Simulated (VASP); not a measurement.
A VASP calculation is set up with these files.

### KPOINTS
```
kpoints
0
G
 7 7 4
0 0 0
```

INCAR:
```
LCHARG  =  F
ALGO  =  Normal   # blocked Davidson
ISIF  =  3
LMAXMIX  =  4
PREC  =  Accurate
SYSTEM  =  ZrS2
LASPH  =  T   # aspherical one-centre terms
EDIFFG  =  -0.02   # ionic stop
SIGMA  =  0.05   # width (eV)
LREAL  =  F   # projection in real space or not
ISMEAR  =  0   # Gaussian
NSW  =  40   # most ionic steps
GGA  =  PE
ENCUT  =  500   # plane-wave cut-off (eV)
NELM  =  100
IBRION  =  2
LWAVE  =  F
EDIFF  =  1E-6
```

### POSCAR
```
ZrS2
1
    1.8424995610    -3.1913028754    -0.0000000000
    1.8424995610     3.1913028754     0.0000000000
   -0.0000000000     0.0000000000     6.3490101123
Zr S
1 2
Direct
  1.0000000000   0.0000000000   1.0000000000
  0.3333330000   0.6666670000   0.2282805097
  0.6666670000   0.3333330000   0.7717194903
```

POTCAR, in this order: Zr_sv S (PBE.64 set). Program: vasp_std.

Question: Translate this PBE calculation to Quantum ESPRESSO's pw.x.

Answer: One equivalent input (not run):
```
&CONTROL
  calculation = 'vc-relax'
  pseudo_dir = './pseudo'
  outdir = './out'
  tprnfor = .true.
  tstress = .true.
  nstep = 40
  forc_conv_thr = 0.00078
/
&SYSTEM
  ibrav = 0
  nat = 3
  ntyp = 2
  ecutwfc = 66
  occupations = 'smearing'
  smearing = 'gaussian'
  degauss = 0.003675
  input_dft = 'pbe'
/
&ELECTRONS
  conv_thr = 7.3e-08
  electron_maxstep = 100
/
&IONS
/
&CELL
/
ATOMIC_SPECIES
  Zr 91.224 Zr.upf
  S 32.060 S.upf
CELL_PARAMETERS angstrom
     1.8424996   -3.1913029   -0.0000000
     1.8424996    3.1913029    0.0000000
    -0.0000000    0.0000000    6.3490101
ATOMIC_POSITIONS crystal
  Zr   1.0000000  0.0000000  1.0000000
  S    0.3333330  0.6666670  0.2282805
  S    0.6666670  0.3333330  0.7717195
K_POINTS automatic
  7 7 4 0 0 0
```
The two are equivalent in intent, not identical: the potentials are each code's own (VASP's PAW set, PseudoDojo norm-conserving files in pw.x), so ENCUT and ecutwfc are chosen apart and not converted; conv_thr bounds pw.x's estimated SCF error, while EDIFF bounds the energy change between steps; forc_conv_thr acts on force components and is met together with etot_conv_thr.

The compound is ZrS2 in the 1T layered structure. It was relaxed first, which changed the volume by +11 %.
